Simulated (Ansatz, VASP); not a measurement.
# Te in two plane-wave programs

Wanted: the spread between two codes on one cell, functional and k mesh. The cell is taken from a series of runs on this material, whose earlier steps may have relaxed, scaled, displaced or heated it; both programs get it as it stands.

Method: plane waves, with VASP 6.6.1 beside it; G0W0 gap at LDA, in Ansatz 0.2.0.

## Step 1: Set-up

The structure is trigonal, space group P3_121 (No. 152). The conventional cell has a = 4.457 Å, b = 4.457 Å, c = 5.929 Å, α = 90.00°, β = 90.00°, γ = 120.00°. Nearest to Te lie 2 Te at 2.84 Å.

Structure file:

```cif
data_structure
_symmetry_space_group_name_H-M 'P 1'
_symmetry_Int_Tables_number 1
_cell_length_a 4.4572
_cell_length_b 4.4572
_cell_length_c 5.9290
_cell_angle_alpha 90.000
_cell_angle_beta 90.000
_cell_angle_gamma 120.000
_cell_volume 102.01
loop_
_atom_site_label
_atom_site_type_symbol
_atom_site_fract_x
_atom_site_fract_y
_atom_site_fract_z
_atom_site_occupancy
Te1 Te 0.26330 0.00000 0.33333 1
Te2 Te 0.00000 0.26330 0.66667 1
Te3 Te 0.73670 0.73670 0.00000 1
```

## Step 2: VASP: G0W0 gap, LDA

Quasiparticle shifts depend on high empty states and on the cores, so they are the hardest test of two PAW sets.

Lines of VASP's logs that name or quote its potential files are left out, and so is its time.

The run reads the wave functions of an earlier VASP run, which isn't shown here.

INCAR reads:

```
SYSTEM = Te
PREC = Accurate
ENCUT = 300
ISMEAR = 0
SIGMA = 0.01
LREAL = .FALSE.
GGA = CA
NBANDS = 240
ALGO = EVGW0
NELMGW = 1
ENCUTGW = 100
NOMEGA = 64
PRECFOCK = Fast
NBANDSGW = 32
LWAVE = .FALSE.
LCHARG = .FALSE.
```

POSCAR reads:

```
Te
1.0
    4.4572000000      0.0000000000      0.0000000000
   -2.2286000000      3.8600484297      0.0000000000
    0.0000000000      0.0000000000      5.9290000000
Te
3
Direct
    0.2633000000      0.0000000000      0.3333333333
    0.0000000000      0.2633000000      0.6666666667
    0.7367000000      0.7367000000      0.0000000000
```

KPOINTS reads:

```
Automatic mesh
0
Gamma
6 6 4
0 0 0
```

The projector-augmented-wave data sets are Te_GW (LDA family, release 64).

Launch:

```console
> mpirun -np 16 vasp_std
```

Numbers of over 12 decimals in the logs are rounded to 6 here.

The program printed:

```text
[banner, memory and clock lines left out]
running   16 mpi-ranks, on    1 nodes
 distrk:  each k-point on   16 cores,    1 groups
 distr:  one band on    1 cores,   16 groups

 POSCAR found type information on POSCAR Te
 POSCAR found :  1 types and       3 ions
|                                                                             |
|           W    W    AA    RRRRR   N    N  II  N    N   GGGG   !!!           |
|           W    W   A  A   R    R  NN   N  II  NN   N  G    G  !!!           |
|           W    W  A    A  R    R  N N  N  II  N N  N  G       !!!           |
|           W WW W  AAAAAA  RRRRR   N  N N  II  N  N N  G  GGG   !            |
|           WW  WW  A    A  R   R   N   NN  II  N   NN  G    G                |
|           W    W  A    A  R    R  N    N  II  N    N   GGGG   !!!           |
|                                                                             |
|     For optimal performance we recommend to set                             |
|       NCORE = 2 up to number-of-cores-per-socket                            |
|     NCORE specifies how many cores store one orbital (NPAR=cpu/NCORE).      |
|     This setting can greatly improve the performance of VASP for DFT.       |
|     The default, NCORE=1 might be grossly inefficient on modern             |
|     multi-core architectures or massively parallel machines. Do your        |
|     Unfortunately you need to use the default for GW and RPA                |
|     calculations (for HF NCORE is supported but not extensively tested      |
|     yet).                                                                   |
|                                                                             |

|                                                                             |
|           W    W    AA    RRRRR   N    N  II  N    N   GGGG   !!!           |
|           W    W   A  A   R    R  NN   N  II  NN   N  G    G  !!!           |
|           W    W  A    A  R    R  N N  N  II  N N  N  G       !!!           |
|           W WW W  AAAAAA  RRRRR   N  N N  II  N  N N  G  GGG   !            |
|           WW  WW  A    A  R   R   N   NN  II  N   NN  G    G                |
|           W    W  A    A  R    R  N    N  II  N    N   GGGG   !!!           |
|                                                                             |
|     The default for ENCUTGWSOFT is different in this version of VASP.       |
|     please manually set ENCUTGWSOFT =100 in the INCAR file.                 |
|                                                                             |

 LDA part: xc-table for (Slater(with rela. corr.)+CA(PZ))
 , standard interpolation
 found WAVECAR, reading the header
 POSCAR, INCAR and KPOINTS ok, starting setup
 FFT: planning ... GRIDC
 FFT: planning ... GRID_SOFT
 FFT: planning ... GRID
 reading WAVECAR
 the WAVECAR file was read successfully
 initial charge from wavefunction
 available memory per node:     13.61 GB, setting MAXMEM to     13941

 The Fermi energy was updated, please check that it is located mid-gap
 values below the HOMO (VB) or above the LUMO (CB) will cause erroneous energies
 E-fermi :   5.8085

 calculate exact exchange contribution
 the WAVEDER file was read successfully
|                                                                             |
|           W    W    AA    RRRRR   N    N  II  N    N   GGGG   !!!           |
|           W    W   A  A   R    R  NN   N  II  NN   N  G    G  !!!           |
|           W    W  A    A  R    R  N N  N  II  N N  N  G       !!!           |
|           W WW W  AAAAAA  RRRRR   N  N N  II  N  N N  G  GGG   !            |
|           WW  WW  A    A  R   R   N   NN  II  N   NN  G    G                |
|           W    W  A    A  R    R  N    N  II  N    N   GGGG   !!!           |
|                                                                             |
|     Automatic setting of frequency mesh for GW failed. Frequency mesh       |
|     properly not suitable for determining QP energies. Consider             |
|     increasing number of kpoints.                                           |
|                                                                             |

energies w=
    0.000    0.000    0.209    0.000    0.417    0.000    0.624    0.000
    0.830    0.000    1.034    0.000    1.236    0.000    1.435    0.000
    1.632    0.000    1.826    0.000    2.018    0.000    2.206    0.000
    2.392    0.000    2.576    0.000    2.757    0.000    2.936    0.000
    3.114    0.000    3.290    0.000    3.464    0.000    3.638    0.000
    3.811    0.000    3.984    0.000    4.158    0.000    4.332    0.000
    4.507    0.000    4.684    0.000    4.863    0.000    5.045    0.000
    5.230    0.000    5.419    0.000    5.613    0.000    5.812    0.000
    6.018    0.000    6.231    0.000    6.452    0.000    6.683    0.000
    6.925    0.000    7.179    0.000    7.448    0.000    7.732    0.000
    8.037    0.000    8.363    0.000    8.713    0.000    9.093    0.000
    9.507    0.000    9.960    0.000   10.462    0.000   11.018    0.000
   11.643    0.000   12.348    0.000   13.155    0.000   14.085    0.000
   15.171    0.000   16.458    0.000   18.007    0.000   19.907    0.000
   22.295    0.000   25.381    0.000   29.521    0.000   35.357    0.000
   44.185    0.000   59.060    0.000   89.342    0.000  184.244    0.000
 responsefunction array rank=     256
 LDA part: xc-table for (Slater(with rela. corr.)+CA(PZ))
 , standard interpolation

 min. memory requirement per mpi rank    245.1 MB, per node   3922.4 MB

 allocating   4 responsefunctions rank=   256
 shmem allocating  64 responsefunctions rank=   256
 response function shared by NCSHMEM nodes    1
 Doing            4  frequencies on each core in blocks of           64
NQ=   1    0.0000    0.0000    0.0000,
|.........|.........|.........|.........|.........|.........|.........|.........
 performed        967000 updates of chi_q(r,r)
 total number of BLAS operations        434.70 Gflops
NQ=   2    0.1667    0.0000    0.0000,
|.........|.........|.........|.........|.........|.........|.........|.........
 performed       3316000 updates of chi_q(r,r)
 total number of BLAS operations       1411.91 Gflops
NQ=   3    0.3333    0.0000    0.0000,
|.........|.........|.........|.........|.........|.........|.........|.........
 performed       5665000 updates of chi_q(r,r)
 total number of BLAS operations       2423.71 Gflops
NQ=   4    0.5000    0.0000    0.0000,
|.........|.........|.........|.........|.........|.........|.........|.........
 performed       7185000 updates of chi_q(r,r)
 total number of BLAS operations       3067.13 Gflops
NQ=   5    0.1667    0.1667    0.0000,
|.........|.........|.........|.........|.........|.........|.........|.........
 performed       9043000 updates of chi_q(r,r)
 total number of BLAS operations       3902.15 Gflops
NQ=   6    0.3333    0.1667    0.0000,
|.........|.........|.........|.........|.........|.........|.........|.........
 performed      11853000 updates of chi_q(r,r)
 total number of BLAS operations       5112.36 Gflops
NQ=   7    0.3333    0.3333    0.0000,
|.........|.........|.........|.........|.........|.........|.........|.........
 performed      12973000 updates of chi_q(r,r)
 total number of BLAS operations       5578.55 Gflops
NQ=   8    0.0000    0.0000    0.2500,
|.........|.........|.........|.........|.........|.........|.........|.........
 performed      14278000 updates of chi_q(r,r)
 total number of BLAS operations       6140.61 Gflops
NQ=   9    0.1667    0.0000    0.2500,
|.........|.........|.........|.........|.........|.........|.........|.........
 performed      16627000 updates of chi_q(r,r)
 total number of BLAS operations       7178.75 Gflops
NQ=  10    0.0000    0.1667    0.2500,
|.........|.........|.........|.........|.........|.........|.........|.........
 performed      18976000 updates of chi_q(r,r)
 total number of BLAS operations       8216.89 Gflops
NQ=  11    0.3333    0.0000    0.2500,
|.........|.........|.........|.........|.........|.........|.........|.........
 performed      21325000 updates of chi_q(r,r)
 total number of BLAS operations       9185.55 Gflops
NQ=  12    0.0000    0.3333    0.2500,
|.........|.........|.........|.........|.........|.........|.........|.........
 performed      23674000 updates of chi_q(r,r)
 total number of BLAS operations      10154.20 Gflops
NQ=  13    0.5000    0.0000    0.2500,
|.........|.........|.........|.........|.........|.........|.........|.........
 performed      26023000 updates of chi_q(r,r)
 total number of BLAS operations      11183.53 Gflops
NQ=  14    0.1667    0.1667    0.2500,
|.........|.........|.........|.........|.........|.........|.........|.........
 performed      28833000 updates of chi_q(r,r)
 total number of BLAS operations      12414.70 Gflops
NQ=  15    0.3333    0.1667    0.2500,
|.........|.........|.........|.........|.........|.........|.........|.........
 performed      31643000 updates of chi_q(r,r)
 total number of BLAS operations      13614.51 Gflops
NQ=  16   -0.1667    0.5000    0.2500,
|.........|.........|.........|.........|.........|.........|.........|.........
 performed      34453000 updates of chi_q(r,r)
 total number of BLAS operations      14814.32 Gflops
NQ=  17    0.3333    0.3333    0.2500,
|.........|.........|.........|.........|.........|.........|.........|.........
 performed      35942000 updates of chi_q(r,r)
 total number of BLAS operations      15433.81 Gflops
NQ=  18    0.0000    0.0000    0.5000,
|.........|.........|.........|.........|.........|.........|.........|.........
 performed      36909000 updates of chi_q(r,r)
 total number of BLAS operations      15917.51 Gflops
NQ=  19    0.1667    0.0000    0.5000,
|.........|.........|.........|.........|.........|.........|.........|.........
 performed      39258000 updates of chi_q(r,r)
 total number of BLAS operations      17036.69 Gflops
NQ=  20    0.3333    0.0000    0.5000,
|.........|.........|.........|.........|.........|.........|.........|.........
 performed      41607000 updates of chi_q(r,r)
 total number of BLAS operations      18013.90 Gflops
NQ=  21    0.5000    0.0000    0.5000,
|.........|.........|.........|.........|.........|.........|.........|.........
 performed      43127000 updates of chi_q(r,r)
 total number of BLAS operations      18624.18 Gflops
NQ=  22    0.1667    0.1667    0.5000,
|.........|.........|.........|.........|.........|.........|.........|.........
 performed      44985000 updates of chi_q(r,r)
 total number of BLAS operations      19410.60 Gflops
NQ=  23    0.3333    0.1667    0.5000,
|.........|.........|.........|.........|.........|.........|.........|.........
 performed      47795000 updates of chi_q(r,r)
 total number of BLAS operations      20600.04 Gflops
NQ=  24    0.3333    0.3333    0.5000,
|.........|.........|.........|.........|.........|.........|.........|.........
 performed      48915000 updates of chi_q(r,r)
 total number of BLAS operations      21066.23 Gflops
 resolving degeneracies of screened two electron integrals

 calculate QP shifts <psi_nk| G(iteration)W_0 |psi_nk>: iteration 1
 entering main loop
```

From OUTCAR (step 2):

```text
ion  position               nearest neighbor table
   1  0.263  0.000  0.333-   3 2.84   2 2.84   3 3.49   3 3.49   2 3.49   2 3.49
   2  0.000  0.263  0.667-   3 2.84   1 2.84   3 3.49   3 3.49   1 3.49   1 3.49
   3  0.737  0.737  0.000-   2 2.84   1 2.84   1 3.49   2 3.49   2 3.49   1 3.49

  LATTYP: Found a hexagonal cell.
 ALAT       =     4.4572000000
 C/A-ratio  =     1.3302073050

 Subroutine GETGRP returns: Found  6 space group operations
 (whereof  2 operations were pure point group operations)

The static configuration has the point symmetry C_2 .
 The point group associated with its full space group is D_3 .

 Found     24 irreducible k-points:

   k-points           NKPTS =     24   k-points in BZ     NKDIM =    144   number of bands    NBANDS=    240

   dimension x,y,z NGX =    28 NGY =   28 NGZ =   36
   dimension x,y,z NGXF=    56 NGYF=   56 NGZF=   72

   ENCUT  =  300.0 eV  22.05 Ry    4.70 a.u.   6.29  6.29  8.37*2*pi/ulx,y,z

   NELECT =      18.0000    total number of electrons

  energy-cutoff  :      300.00
  volume of cell :      102.01
      direct lattice vectors                 reciprocal lattice vectors
     4.457200000  0.000000000  0.000000000     0.224356098  0.129532054  0.000000000
    -2.228600000  3.860048430  0.000000000     0.000000000  0.259064107  0.000000000
     0.000000000  0.000000000  5.929000000     0.000000000  0.000000000  0.168662506

 k-points in reciprocal lattice and weights: Automatic mesh
   0.00000000  0.00000000  0.00000000       0.007
   0.16666667  0.00000000  0.00000000       0.042
   0.33333333  0.00000000  0.00000000       0.042
   0.50000000  0.00000000  0.00000000       0.021
   0.16666667  0.16666667  0.00000000       0.042
   0.33333333  0.16666667  0.00000000       0.083
   0.33333333  0.33333333  0.00000000       0.014
   0.00000000  0.00000000  0.25000000       0.014
   0.16666667  0.00000000  0.25000000       0.042
[...]
0.33333333  0.16666667  0.50000000       0.083
   0.33333333  0.33333333  0.50000000       0.014

 E-fermi :   5.8085

 QP shifts <psi_nk| G(iteration)W_0 |psi_nk>: iteration 1
 for sc-GW calculations column KS-energies equals QP-energies in previous step
 and V_xc(KS)=  KS-energies - (<T + V_ion + V_H > + <T+V_H+V_ion>^1  + <V_x>^1)
 k-point   1 :       0.0000    0.0000    0.0000
  band No.  KS-energies  QP-energies   sigma(KS)   V_xc(KS)     V^pw_x(r,r')   Z            occupation Imag(sigma)
    ...
      6       2.9586       2.9598     -11.0760     -11.0777     -12.5742       0.7110       2.0000       0.1438
      7       4.1122       4.0132     -10.5613     -10.4202     -12.1304       0.7011       2.0000       0.1179
      8       4.1122       4.0132     -10.5613     -10.4202     -12.1304       0.7011       2.0000       0.1179
      9       5.0300       4.9202     -10.8104     -10.6564     -12.0359       0.7130       2.0000       0.0886
     10       6.7587       7.0228     -10.4867     -10.8565      -7.1996       0.7141       0.0000      -0.0391
     11       6.7587       7.0228     -10.4867     -10.8565      -7.1996       0.7141       0.0000      -0.0391
     12       7.3901       7.6491     -10.3331     -10.6977      -6.6177       0.7102       0.0000      -0.0568
     13      10.6871      10.7482      -8.3907      -8.4722      -3.9327       0.7491       0.0000      -0.1199
    ...

 k-point   2 :       0.1667    0.0000    0.0000
  band No.  KS-energies  QP-energies   sigma(KS)   V_xc(KS)     V^pw_x(r,r')   Z            occupation Imag(sigma)
    ...
      6       2.6637       2.5906     -10.7489     -10.6442     -12.8126       0.6973       2.0000       0.1963
      7       4.4904       4.4322     -10.8531     -10.7714     -12.0309       0.7119       2.0000       0.0992
      8       4.8516       4.7708     -10.9061     -10.7931     -11.9901       0.7149       2.0000       0.0897
      9       4.9937       4.9124     -10.8122     -10.6990     -11.7597       0.7177       2.0000       0.0845
     10       6.5836       6.8463     -10.2777     -10.6398      -7.1848       0.7256       0.0000      -0.0296
     11       6.6929       6.9527     -10.3538     -10.7143      -7.1639       0.7207       0.0000      -0.0348
     12       7.2901       7.5345     -10.2714     -10.6138      -6.6708       0.7139       0.0000      -0.0520
     13      10.1321      10.1816      -8.1055      -8.1715      -3.6927       0.7488       0.0000      -0.1067
    ...

 k-point   3 :       0.3333    0.0000    0.0000
  band No.  KS-energies  QP-energies   sigma(KS)   V_xc(KS)     V^pw_x(r,r')   Z            occupation Imag(sigma)
    ...
      6       2.2009       2.1153     -10.4827     -10.3588     -12.9459       0.6913       2.0000       0.2609
      7       3.3919       3.3262     -10.3210     -10.2275     -11.9775       0.7025       2.0000       0.1582
      8       4.7263       4.6553     -10.7731     -10.6742     -11.7410       0.7179       2.0000       0.0882
      9       4.9439       4.8636     -10.9216     -10.8096     -11.9670       0.7169       2.0000       0.0885
     10       6.6510       6.8913     -10.1483     -10.4785      -6.9754       0.7276       0.0000      -0.0334
     11       6.8210       7.0722     -10.1042     -10.4500      -6.7883       0.7265       0.0000      -0.0371
     12       8.5434       8.7962     -10.9370     -11.2955      -6.9935       0.7050       0.0000      -0.1290
     13       9.1243       9.1523      -7.9512      -7.9881      -3.8111       0.7577       0.0000      -0.0807
    ...

 k-point   4 :       0.5000    0.0000    0.0000
  band No.  KS-energies  QP-energies   sigma(KS)   V_xc(KS)     V^pw_x(r,r')   Z            occupation Imag(sigma)
    ...
      6       2.2330       2.1420     -10.4250     -10.2931     -12.8945       0.6899       2.0000       0.2559
      7       2.2771       2.2012     -10.0358      -9.9266     -12.5084       0.6952       2.0000       0.2923
      8       4.6441       4.5600     -10.6221     -10.5047     -11.5995       0.7167       2.0000       0.0881
      9       4.9202       4.8490     -10.9145     -10.8152     -11.9288       0.7172       2.0000       0.0889
     10       6.6483       6.8823     -10.0763     -10.3966      -6.9026       0.7309       0.0000      -0.0322
     11       6.7533       6.9914     -10.0517     -10.3788      -6.7990       0.7280       0.0000      -0.0356
     12       8.7406       8.7594      -7.9168      -7.9414      -3.8894       0.7609       0.0000      -0.0729
     13       9.4781       9.7411     -11.2159     -11.5906      -6.6992       0.7019       0.0000      -0.2578
    ...

[... 4 further parts left out ...]
```

(Continued in part 2 of 2.)

[Lines on the potential files, build, host, timing and source positions are cut from VASP's logs without a mark.]

[Logs are printed without paths, hosts, clocks, repeated set-up lines and the standing remarks that a program may print on its own settings, such as how far it seeks lower states.]

[Hosts, paths, dates, database ids (printed as entryN), source tags and the programs' standing remarks are cut or masked in the printed files.]
